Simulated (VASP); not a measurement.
Given:

```
CELL_PARAMETERS angstrom
      0.00000     1.93587     1.93587
      1.93587     0.00000     1.93587
      1.93587     1.93587     0.00000
ATOMIC_POSITIONS crystal
  Pd 0.00000 0.00000 0.00000
```

The numbers are results of PBEsol GGA, VASP's PBE PAW potentials (set 64) (plane waves; VASP), not measurements. Run with 480 eV cut-off, 16×16×16 Γ-centred mesh, first-order Methfessel-Paxton smearing of 0.10 eV, potentials Pd.

Energy and stress use the plane-wave basis of the starting cell.

The ions, cell shape and volume at an external pressure of 5.0 GPa are relaxed. Predict the relaxed structure.

```
CELL_PARAMETERS angstrom
      0.00000     1.92244     1.92244
      1.92244     0.00000     1.92244
      1.92244     1.92244     0.00000
ATOMIC_POSITIONS crystal
  Pd 0.00000 0.00000 0.00000
```
Space group Fm-3m (225), at a tolerance of 0.03 Å.

How do energy and volume change from the first to the last step?

The energy (σ→0) changes by +4.9 meV/atom and the volume by -2.1 %, in 3 ionic steps.

The compound is Pd in the fcc structure. This run relaxes it under an external pressure of 5 GPa. Symmetry was kept, so distortions that lower it aren't found.
